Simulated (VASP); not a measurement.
Level of theory: optB86b-vdW, VASP's PBE PAW potentials (set 64) (plane waves; VASP).

The input files of a VASP run:

### POSCAR
```
W
1.0
 -1.6016269809   1.6016269809   1.6016269809
  1.6016269809  -1.6016269809   1.6016269809
  1.6016269809   1.6016269809  -1.6016269809
W
1
Cart
  0.0000000000   0.0000000000   0.0000000000
```

File KPOINTS:
```
Automatic mesh
0
Gamma
16 16 16
0 0 0
```

### INCAR
```
SYSTEM = W
PREC = Accurate
ENCUT = 520
EDIFF = 1E-7
NELM = 100
ALGO = Normal
LREAL = .FALSE.
LASPH = .TRUE.
ISMEAR = 1
SIGMA = 0.1
GGA = MK
PARAM1 = 0.1234
PARAM2 = 1.0
LUSE_VDW = .TRUE.
AGGAC = 0.0
LMAXMIX = 6
LWAVE = .FALSE.
LCHARG = .FALSE.
ISIF = 2
```

POTCAR, in this order: W_sv (PBE.64 set). Program: vasp_std.

Unless said otherwise, spin-orbit coupling is left out, though it shifts the bands of the heavy elements here.

Estimate the energy per atom (σ→0), pressure, band gap (on the k-mesh).

The energy per atom (σ→0) is -10.098 eV/atom and the band gap (on the k-mesh) is none (metal, semimetal or under 0.01 eV). The pressure is -9.36 GPa.

OSZICAR:
```
...
DAV:   7    -0.101022331792E+02    0.12703E+00   -0.31030E-01  3517   0.683E+00    0.705E-01
DAV:   8    -0.100987911622E+02    0.34420E-02   -0.46086E-03  3289   0.105E+00    0.158E-01
DAV:   9    -0.100986027636E+02    0.18840E-03   -0.31485E-04  3549   0.216E-01    0.437E-02
DAV:  10    -0.100985995139E+02    0.32497E-05   -0.21734E-05  3445   0.679E-02    0.114E-03
DAV:  11    -0.100985997119E+02   -0.19803E-06   -0.30617E-07  3253   0.797E-03    0.767E-04
DAV:  12    -0.100985995910E+02    0.12087E-06   -0.15711E-08  1940   0.179E-03    0.192E-04
DAV:  13    -0.100985996077E+02   -0.16692E-07   -0.89130E-10  1682   0.466E-04
   1 F= -.10098600E+02 E0= -.10098371E+02  d E =-.685823E-03
```

The compound is W in the bcc structure. This cell is one point of a volume scan, at 1.03 of the reference volume.
